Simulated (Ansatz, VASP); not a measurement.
**ScAl2Sb2As: VASP beside Ansatz**

INCAR

```
ALGO = Normal
EDIFF = 1E-6
ENCUT = 520
GGA = PE
ISIF = 2
ISMEAR = 0
LASPH = T
LCHARG = T
LELF = T
LREAL = F
LVHAR = T
LWAVE = F
NBANDS = 25
NELM = 80
PREC = Accurate
SIGMA = 0.1
```

The input KPOINTS:

```
k-points
0
Gamma
  6 6 4
```

POSCAR

```
ScAl2Sb2As
1.0
    4.3838942900      0.0000000000      0.0000000000
   -2.1919471500      3.7965638200      0.0000000000
    0.0000000000      0.0000000000      7.2734964800
Sc Al Sb As
1 2 2 1
Direct
    0.0000000000      0.0000000000      0.5000000000
    0.6666666700      0.3333333300      0.6642119900
    0.3333333300      0.6666666700      0.3357880100
    0.6666666700      0.3333333300      0.2723650000
    0.3333333300      0.6666666700      0.7276350000
    0.0000000000      0.0000000000      0.0000000000
```

Input for Ansatz:

```yaml
crystal:
  lattice:
    - [4.38389429, 0.0, 0.0]
    - [-2.19194715, 3.79656382, 0.0]
    - [0.0, 0.0, 7.27349648]
  atoms:
    - { symbol: Sc, position: [0.0, 0.0, 0.5] }
    - { symbol: Al, position: [0.66666667, 0.33333333, 0.66421199] }
    - { symbol: Al, position: [0.33333333, 0.66666667, 0.33578801] }
    - { symbol: Sb, position: [0.66666667, 0.33333333, 0.272365] }
    - { symbol: Sb, position: [0.33333333, 0.66666667, 0.727635] }
    - { symbol: As, position: [0.0, 0.0, 0.0] }
basis:
  ecutwfc: 420
kpoints:
  mp_grid: { grid: [6, 6, 4] }
hamiltonian:
  xc: pbe
scf:
  occupations: { method: gaussian, width: 0.1 }
  lower_state_search: "off"
output:
  forces: true
  stress: true
  eigenvalues: true
```

Change from the starting cell: species swapped into the LiYbCu2P2 type (P-3m1, No. 164).

Alike in both runs: task single point; functional PBE; k mesh 6 × 6 × 4; occupations gaussian, width 0.1 eV; no spin polarisation.

```csv
,VASP,Ansatz
version,VASP 6.6.1,Ansatz 0.2.0
potentials or method,"VASP PAW PBE potentials, release 64 (Sc_sv, Al, Sb, As)","scalar-relativistic, plane waves, PAW"
plane-wave cutoff (eV),520,420
valence electrons in the cell,32,62
```

|  | VASP | Ansatz | Ansatz less VASP |
| --- | --- | --- | --- |
| gap on the k mesh at the Fermi level (eV) | none | none | - |
| pressure (GPa) | 16.6 | 16.3 | -0.34 |
| largest component of the traceless stress (GPa) | 8.51 | 8.38 | -0.132 |
| rms of the force components (eV/Å) | 0.770 | 0.756 | -0.0144 |

Atom by atom the forces differ by 0.015 eV/Å (rms over components). A gap of «none» marks a metal or a gap that the smearing closes. The two sets of potentials don't hold the same shells in valence.

Caveats: so large a pressure means that the cell lies far from this level's equilibrium, or that cutoff or potentials fall short (VASP); forces of over 1 eV/Å show positions far from the minimum, so gaps and moduli don't describe the material at rest. Spin-orbit coupling is left out, which matters for the levels of Sb.
